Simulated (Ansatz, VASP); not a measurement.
## AlNi in two plane-wave programs

Wanted: the spread between two codes on one cell, functional and k mesh. The cell is taken from a series of runs on this material, whose earlier steps may have relaxed, scaled, displaced or heated it; both programs get it as it stands.

Method: plane waves, with VASP 6.6.1 beside it; zone-centre phonons at LDA, in Ansatz 0.2.0.

**1. Set-up**

Symmetry: P4/mmm, No. 123, tetragonal system. Conventional cell: a = 2.917 Å, b = 2.917 Å, c = 2.736 Å, α = 90.00°, β = 90.00°, γ = 90.00°. Nearest to Al lie 8 Ni at 2.48 Å and 2 Al at 2.74 Å. Ni has 8 Al at 2.48 Å and 2 Ni at 2.74 Å nearest. Farther neighbours are not listed.

Coordinates:

```xyz
2
Lattice="2.9169 0.0000 0.0000 0.0000 2.9169 0.0000 0.0000 0.0000 2.7362" Properties=species:S:1:pos:R:3 pbc="T T T"
Al    0.0000    0.0000    0.0000
Ni    1.4584    1.4584    1.3681
```

**2. VASP: zone-centre phonons, LDA**

Second derivatives magnify differences that forces hide, and they need a tight electronic threshold.

Lines of VASP's logs that name or quote its potential files are left out, and so is its time.

File INCAR:

```
SYSTEM = AlNi
PREC = Accurate
ENCUT = 600
EDIFF = 1E-08
NELM = 120
ISMEAR = 1
SIGMA = 0.2
LREAL = .FALSE.
ALGO = Normal
GGA = PW92
NBANDS = 12
LASPH = .TRUE.
LORBIT = 11
LWAVE = .FALSE.
LCHARG = .FALSE.
ISIF = 2
IBRION = 8
GGA_COMPAT = .FALSE.
KPAR = 2
```

File POSCAR:

```
AlNi
1.0
    2.9168741195      0.0000000000      0.0000000000
    0.0000000000      2.9168741195      0.0000000000
    0.0000000000      0.0000000000      2.7361980264
Al Ni
1 1
Direct
    0.0000000000      0.0000000000      0.0000000000
    0.5000000000      0.5000000000      0.5000000000
```

File KPOINTS:

```
Automatic mesh
0
Gamma
16 16 16
0 0 0
```

PAW data sets: Al and Ni (LDA family, release 64).

The run is started by

```
mpirun -np 2 vasp_std
```

Numbers of over 12 decimals in the logs are rounded to 6 here.

Log:

```text
[banner, memory and clock lines left out]
running    2 mpi-ranks, on    1 nodes
 distrk:  each k-point on    1 cores,    2 groups
 distr:  one band on    1 cores,    1 groups

 POSCAR found type information on POSCAR AlNi
 POSCAR found :  2 types and       2 ions
|                                                                             |
|               ----> ADVICE to this user running VASP <----                  |
|                                                                             |
|     You enforced a specific xc type in the INCAR file but a different       |
|     [... a line on the potential file left out ...]
|     I HOPE YOU KNOW WHAT YOU ARE DOING!                                     |
|                                                                             |

 LDA part: xc-table for (Slater(with rela. corr.)+PW92), standard interpolation
 POSCAR, INCAR and KPOINTS ok, starting setup
 FFT: planning ... GRIDC
 FFT: planning ... GRID_SOFT
 FFT: planning ... GRID
 WAVECAR not read
 entering main loop
       N       E                     dE             d eps       ncg     rms          rms(c)
DAV:   1     0.432902038372E+02    0.43290E+02   -0.62020E+03  9872   0.130E+03
DAV:   2    -0.117661914428E+02   -0.55056E+02   -0.50715E+02  9996   0.208E+02
DAV:   3    -0.135642386248E+02   -0.17980E+01   -0.17736E+01 11772   0.439E+01
DAV:   4    -0.135881584249E+02   -0.23920E-01   -0.23903E-01 10856   0.453E+00
DAV:   5    -0.135887585833E+02   -0.60016E-03   -0.60014E-03 11716   0.799E-01    0.120E+01
DAV:   6    -0.153009975493E+02   -0.17122E+01   -0.46024E+01 10840   0.110E+02    0.150E+01
DAV:   7    -0.121935760828E+02    0.31074E+01   -0.13927E+01 10952   0.664E+01    0.103E+00
DAV:   8    -0.121778493914E+02    0.15727E-01   -0.30866E-01 11820   0.642E+00    0.101E+00
DAV:   9    -0.121621564522E+02    0.15693E-01   -0.47089E-02 11832   0.321E+00    0.171E-01
DAV:  10    -0.121617813613E+02    0.37509E-03   -0.10295E-03 12104   0.469E-01    0.847E-02
DAV:  11    -0.121617753100E+02    0.60513E-05   -0.41577E-05 12624   0.776E-02    0.205E-02
DAV:  12    -0.121617746034E+02    0.70660E-06   -0.29616E-06 13300   0.265E-02    0.544E-03
DAV:  13    -0.121617743940E+02    0.20935E-06   -0.74398E-07 13784   0.107E-02    0.128E-03
DAV:  14    -0.121617743968E+02   -0.27537E-08   -0.24507E-08  8952   0.152E-03
   1 F= -.12161774E+02 E0= -.12161699E+02  d E =-.227440E-03
 Linear response reoptimize wavefunctions to high precision
DAV:   1    -0.121617743962E+02    0.53956E-09   -0.47751E-09  8640   0.114E-03
DAV:   2    -0.121617743962E+02   -0.11596E-10   -0.12863E-10  5560   0.117E-04
 Linear response DOF=           4
 Linear response progress:
  Degree of freedom:   1/  4
       N       E                     dE             d eps       ncg     rms          rms(c)
RMM:   1    -0.617889757892E-02   -0.61789E-02    0.46022E-03 38776   0.687E-01
RMM:   2    -0.583983360087E-02    0.33906E-03    0.36760E-05 25661   0.253E-01    0.635E-02
RMM:   3    -0.582609253879E-02    0.13741E-04   -0.13236E-04 28488   0.929E-02    0.305E-02
RMM:   4    -0.589302667101E-02   -0.66934E-04   -0.48226E-05 28222   0.539E-02    0.618E-03
RMM:   5    -0.589703868745E-02   -0.40120E-05   -0.36861E-06 28988   0.129E-02    0.158E-03
RMM:   6    -0.589578677612E-02    0.12519E-05   -0.15353E-07 28519   0.313E-03    0.854E-04
RMM:   7    -0.589579497973E-02   -0.82036E-08   -0.20746E-08 27018   0.140E-03    0.659E-04
 first order change of Fermi-energy   0.35711E-03
 force on displaced ion       1 direction 1 :  -5.817   0.000   0.000
 Linear response progress:
  Degree of freedom:   2/  4
       N       E                     dE             d eps       ncg     rms          rms(c)
RMM:   1    -0.500387104747E-02   -0.50039E-02    0.64377E-05 21190   0.572E-01
RMM:   2    -0.477155803503E-02    0.23231E-03   -0.11093E-04 14501   0.198E-01    0.526E-02
RMM:   3    -0.476492217081E-02    0.66359E-05   -0.71676E-05 15773   0.688E-02    0.274E-02
RMM:   4    -0.482092138630E-02   -0.55999E-04   -0.32466E-05 15696   0.437E-02    0.524E-03
RMM:   5    -0.482353335629E-02   -0.26120E-05   -0.20088E-06 16150   0.101E-02    0.193E-03
RMM:   6    -0.482357576612E-02   -0.42410E-07   -0.11842E-07 14636   0.388E-03    0.111E-03
RMM:   7    -0.482360741549E-02   -0.31649E-07   -0.24632E-08 14334   0.224E-03    0.426E-04
RMM:   8    -0.482368749165E-02   -0.80076E-07   -0.61643E-09 17052   0.563E-04    0.221E-04
RMM:   9    -0.482380665967E-02   -0.11917E-06   -0.48099E-10 16812   0.141E-04    0.405E-05
RMM:  10    -0.482379506164E-02    0.11598E-07   -0.28414E-11 17173   0.465E-05    0.831E-06
RMM:  11    -0.482379967906E-02   -0.46174E-08   -0.36943E-11 16752   0.176E-05    0.237E-06
 first order change of Fermi-energy  -0.21372E-03
 force on displaced ion       1 direction 3 :  -0.000   0.000  -5.742
 Linear response progress:
  Degree of freedom:   3/  4
       N       E                     dE             d eps       ncg     rms          rms(c)
RMM:   1    -0.188860161026E+00   -0.18886E+00   -0.10157E-01 25830   0.269E+00
RMM:   2    -0.187281650933E+00    0.15785E-02   -0.17538E-03 25784   0.524E-01    0.131E-01
RMM:   3    -0.187312650785E+00   -0.31000E-04   -0.14742E-04 27805   0.102E-01    0.772E-02
RMM:   4    -0.187730826472E+00   -0.41818E-03   -0.16444E-04 29918   0.985E-02    0.556E-03
RMM:   5    -0.187716263446E+00    0.14563E-04   -0.35608E-06 30424   0.193E-02    0.313E-03
RMM:   6    -0.187712811565E+00    0.34519E-05   -0.24828E-07 27882   0.603E-03    0.221E-03
RMM:   7    -0.187706841975E+00    0.59696E-05   -0.11468E-07 29296   0.391E-03    0.504E-04
RMM:   8    -0.187703017307E+00    0.38247E-05   -0.14184E-08 31503   0.917E-04    0.119E-04
RMM:   9    -0.187702532061E+00    0.48525E-06   -0.55439E-09 31270   0.268E-04    0.275E-05
RMM:  10    -0.187702286738E+00    0.24532E-06   -0.44246E-09 32277   0.842E-05    0.747E-06
RMM:  11    -0.187702300429E+00   -0.13690E-07   -0.44880E-09 32172   0.419E-05    0.184E-06
RMM:  12    -0.187702292644E+00    0.77849E-08   -0.42446E-09 31524   0.320E-05    0.641E-07
 first order change of Fermi-energy   0.51889E-03
 force on displaced ion       2 direction 1 :  -5.832   0.000   0.000
 Linear response progress:
  Degree of freedom:   4/  4
       N       E                     dE             d eps       ncg     rms          rms(c)
RMM:   1    -0.185830813515E+00   -0.18583E+00   -0.97488E-02 14377   0.269E+00
RMM:   2    -0.184772943792E+00    0.10579E-02   -0.18033E-03 14385   0.504E-01    0.123E-01
RMM:   3    -0.184716380072E+00    0.56564E-04   -0.13265E-04 15423   0.101E-01    0.731E-02
RMM:   4    -0.185027888801E+00   -0.31151E-03   -0.19041E-04 16482   0.109E-01    0.631E-03
RMM:   5    -0.185018784133E+00    0.91047E-05   -0.37790E-06 16732   0.214E-02    0.443E-03
RMM:   6    -0.185011617251E+00    0.71669E-05   -0.18763E-07 15070   0.553E-03    0.295E-03
RMM:   7    -0.185002229217E+00    0.93880E-05   -0.66352E-08 15229   0.289E-03    0.354E-04
RMM:   8    -0.184999335539E+00    0.28937E-05   -0.12451E-08 17420   0.848E-04    0.112E-04
RMM:   9    -0.184998938807E+00    0.39673E-06   -0.52485E-09 17265   0.377E-04    0.435E-05
RMM:  10    -0.184998803374E+00    0.13543E-06   -0.29088E-09 17392   0.133E-04    0.142E-05
RMM:  11    -0.184998645853E+00    0.15752E-06   -0.27814E-09 17762   0.524E-05    0.272E-06
RMM:  12    -0.184998685695E+00   -0.39842E-07   -0.27627E-09 17299   0.323E-05    0.105E-06
RMM:  13    -0.184998688592E+00   -0.28976E-08   -0.27401E-09 15981   0.256E-05    0.254E-07
 first order change of Fermi-energy   0.26618E-02
 force on displaced ion       2 direction 3 :  -0.000   0.000  -5.751
 Linear response finished
```

OUTCAR, selected parts (step 2):

```text
ion  position               nearest neighbor table
   1  0.000  0.000  0.000-   2 2.48   2 2.48   2 2.48   2 2.48   2 2.48   2 2.48   2 2.48   2 2.48

  LATTYP: Found a simple tetragonal cell.
 ALAT       =     2.9168741195
 C/A-ratio  =     0.9380583166

 Subroutine GETGRP returns: Found 16 space group operations
 (whereof 16 operations were pure point group operations)

The static configuration has the point symmetry D_4h.

 Found    405 irreducible k-points:

   k-points           NKPTS =    405   k-points in BZ     NKDIM =    405   number of bands    NBANDS=     12

   dimension x,y,z NGX =    24 NGY =   24 NGZ =   24
   dimension x,y,z NGXF=    48 NGYF=   48 NGZF=   48

   ENCUT  =  600.0 eV  44.10 Ry    6.64 a.u.   5.83  5.83  5.46*2*pi/ulx,y,z

   NELECT =      13.0000    total number of electrons

 k-points in reciprocal lattice and weights: Automatic mesh
   0.00000000  0.00000000  0.00000000       0.000
   0.06250000  0.00000000  0.00000000       0.001
   0.12500000  0.00000000  0.00000000       0.001
   0.18750000  0.00000000  0.00000000       0.001
   0.25000000  0.00000000  0.00000000       0.001
   0.31250000  0.00000000  0.00000000       0.001
   0.37500000  0.00000000  0.00000000       0.001
   0.43750000  0.00000000  0.00000000       0.001
   0.50000000  0.00000000  0.00000000       0.000
[...]
0.50000000  0.43750000  0.50000000       0.001
   0.50000000  0.50000000  0.50000000       0.000

 average (electrostatic) potential at core
       1 -68.0232       2 -81.2325

  Total       -0.8644936     -0.8644936      0.0396470      0.0000000      0.0000000      0.0000000
  in kB      -59.4962352    -59.4962352      2.7285903      0.0000000      0.0000000      0.0000000
  external PRESSURE =     -38.7546267 kB  Pullay stress =       0.0000000 kB

  energy-cutoff  :      600.00
  volume of cell :       23.28
      direct lattice vectors                 reciprocal lattice vectors
     2.916874120  0.000000000  0.000000000     0.342832758  0.000000000  0.000000000
     0.000000000  2.916874120  0.000000000     0.000000000  0.342832758  0.000000000
     0.000000000  0.000000000  2.736198026     0.000000000  0.000000000  0.365470624

 POSITION                                       TOTAL-FORCE (eV/Angst)
 -----------------------------------------------------------------------------------
      0.00000      0.00000      0.00000         0.000000      0.000000      0.000000
      1.45844      1.45844      1.36810         0.000000      0.000000      0.000000
 -----------------------------------------------------------------------------------
    total drift:                                0.000000     -0.000000     -0.000000

 Eigenvectors and eigenvalues of the dynamical matrix
 ----------------------------------------------------

   1 f  =    8.773728 THz    55.126959 2PiTHz  292.660064 cm-1    36.285207 meV
             X         Y         Z           dx          dy          dz
      0.000000  0.000000  0.000000     0.827334   -0.000000    0.000000
      1.458437  1.458437  1.368099    -0.561710    0.000000    0.000000

   2 f  =    8.773728 THz    55.126959 2PiTHz  292.660064 cm-1    36.285207 meV
             X         Y         Z           dx          dy          dz
      0.000000  0.000000  0.000000    -0.000000   -0.827334    0.000000
      1.458437  1.458437  1.368099     0.000000    0.561710    0.000000

   3 f  =    8.715436 THz    54.760701 2PiTHz  290.715661 cm-1    36.044132 meV
             X         Y         Z           dx          dy          dz
      0.000000  0.000000  0.000000     0.000000    0.000000    0.827488
      1.458437  1.458437  1.368099     0.000000    0.000000   -0.561484

   4 f/i=    0.003064 THz     0.019250 2PiTHz    0.102195 cm-1     0.012671 meV
             X         Y         Z           dx          dy          dz
      0.000000  0.000000  0.000000     0.000000    0.000000   -0.561484
      1.458437  1.458437  1.368099     0.000000    0.000000   -0.827488

   5 f/i=    0.005482 THz     0.034443 2PiTHz    0.182855 cm-1     0.022671 meV
             X         Y         Z           dx          dy          dz
      0.000000  0.000000  0.000000     0.270980   -0.492024    0.000000
      1.458437  1.458437  1.368099     0.399122   -0.724695    0.000000

   6 f/i=    0.005482 THz     0.034443 2PiTHz    0.182855 cm-1     0.022671 meV
             X         Y         Z           dx          dy          dz
      0.000000  0.000000  0.000000    -0.492024   -0.270980    0.000000
      1.458437  1.458437  1.368099    -0.724695   -0.399122    0.000000

 ELASTIC MODULI CONTR FROM IONIC RELAXATION (kBar)
 Direction    XX          YY          ZZ          XY          YZ          ZX
 --------------------------------------------------------------------------------
 XX           0.0000      0.0000      0.0000      0.0000      0.0000      0.0000
 YY           0.0000      0.0000      0.0000      0.0000      0.0000      0.0000
 ZZ           0.0000      0.0000      0.0000      0.0000      0.0000      0.0000
 XY           0.0000      0.0000      0.0000      0.0000      0.0000      0.0000
 YZ           0.0000      0.0000      0.0000      0.0000      0.0000      0.0000
 ZX           0.0000      0.0000      0.0000      0.0000      0.0000      0.0000
 --------------------------------------------------------------------------------
```

(Continued in part 2 of 2.)

[Lines on the potential files, build, host, timing and source positions are cut from VASP's logs without a mark.]

[Logs are printed without paths, hosts, clocks, repeated set-up lines and the standing remarks that a program may print on its own settings, such as how far it seeks lower states.]

[Hosts, paths, dates, database ids (printed as entryN), source tags and the programs' standing remarks are cut or masked in the printed files.]
